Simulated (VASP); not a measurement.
Input of a VASP 6.6.1 run:

File INCAR:

```
SYSTEM = AgF
  PREC = Accurate
  ENCUT = 520
  EDIFF = 1E-7
  ISMEAR = -1
  SIGMA = 0.05
  LREAL = .FALSE.
  LASPH = .TRUE.
  NELM = 80
  ALGO = Normal
  ISIF = 2
  LWAVE = .FALSE.
  LCHARG = .FALSE.
  LMAXMIX = 4
  LDAU = .TRUE.
  LDAUTYPE = 2
  LDAUL = 2 -1
  LDAUU = 3 0
  LDAUJ = 0 0
  LDAUPRINT = 1
  LDIPOL = .TRUE.
  IDIPOL = 3
  DIPOL = 0.5 0.5 0.294
  GGA = PE
  NBANDS = 16
```

The input KPOINTS:

```
Automatic mesh
0
G
  9 7 1
  0 0 0
```

POSCAR

```
AgF
1.0
    3.1221000000      0.0000000000      0.0000000000
    0.0000000000      4.1428800000      0.0000000000
    0.0000000000      0.0000000000     23.8000000000
Ag F
1 1
Direct
    0.0000000000      0.5000000000      0.2941200000
    0.0000000000      0.0000000000      0.2941200000
```

Potentials or basis: VASP PAW PBE potentials, release 64 (Ag, F).

The run is started by

```console
$ cat potpaw_PBE.64/Ag/POTCAR potpaw_PBE.64/F/POTCAR > POTCAR
$ mpirun -np 1 vasp_std > vasp.out
```

Q: What does it give for the band gap on the k mesh?

A: 1.54 eV, indirect (least direct gap 3.52 eV).

Eigenvalues of the final occupation matrices:
```csv
site,spin,trace,eigenvalues
site 1 d,1,4.73,0.91 0.95 0.95 0.96 0.96
site 1 d,2,4.73,0.91 0.95 0.95 0.96 0.96
```
